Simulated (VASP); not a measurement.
Computed with PW91 GGA, VASP's PBE PAW potentials (set 64) (plane waves; VASP 6.6.1).

A VASP calculation is set up with these files.

KPOINTS:
```
Automatic mesh
0
Gamma
17 17 9
0 0 0
```

**INCAR**
```
! general
SYSTEM  = Tc
PREC    = Accurate
ENCUT   = 520
LREAL   = .FALSE.
LASPH   = .TRUE.

! electronic loop
EDIFF   = 1E-7
NELM    = 100
ALGO    = Normal
LMAXMIX = 4

! smearing
ISMEAR  = -5

! functional
GGA     = 91

! ions
ISIF    = 2

! output
LWAVE   = .FALSE.
LCHARG  = .TRUE.
LORBIT  = 11
NEDOS   = 601
```

### POSCAR
```
Tc
8.809110
  0.1562811148  -0.2706868764   0.0000000000
  0.1562811148   0.2706868764   0.0000000000
  0.0000000000   0.0000000000   0.5000000082
Tc
2
direct
  0.3333330000   0.6666670000   0.2500000000
  0.6666670000   0.3333330000   0.7500000000
```

POTCAR, in this order: Tc_pv (PBE.64 set). Program: vasp_std.

Problem. Predict the energy per atom (σ→0), band gap (on the k-mesh).

Solution. 
| Property | Value |
|---|---|
| energy per atom (σ→0) | -10.319 eV/atom |
| band gap (on the k-mesh) | none (metal, semimetal or under 0.01 eV) |

**OSZICAR**
```
...
DAV:   8    -0.206379269788E+02    0.92634E-02   -0.10158E-02  5851   0.107E+00    0.204E-01
DAV:   9    -0.206380478519E+02   -0.12087E-03   -0.37970E-04  6705   0.168E-01    0.205E-02
DAV:  10    -0.206380341106E+02    0.13741E-04   -0.17689E-05  5984   0.366E-02    0.128E-02
DAV:  11    -0.206380374958E+02   -0.33851E-05   -0.16081E-06  5893   0.127E-02    0.835E-04
DAV:  12    -0.206380364980E+02    0.99772E-06   -0.35642E-08  2972   0.156E-03    0.387E-04
DAV:  13    -0.206380361181E+02    0.37992E-06   -0.12444E-08  2848   0.852E-04    0.147E-04
DAV:  14    -0.206380361827E+02   -0.64629E-07   -0.18324E-09  2831   0.380E-04
   1 F= -.20638036E+02 E0= -.20638036E+02  d E =0.000000E+00
```

The compound is Tc in the hcp structure. It was relaxed first.
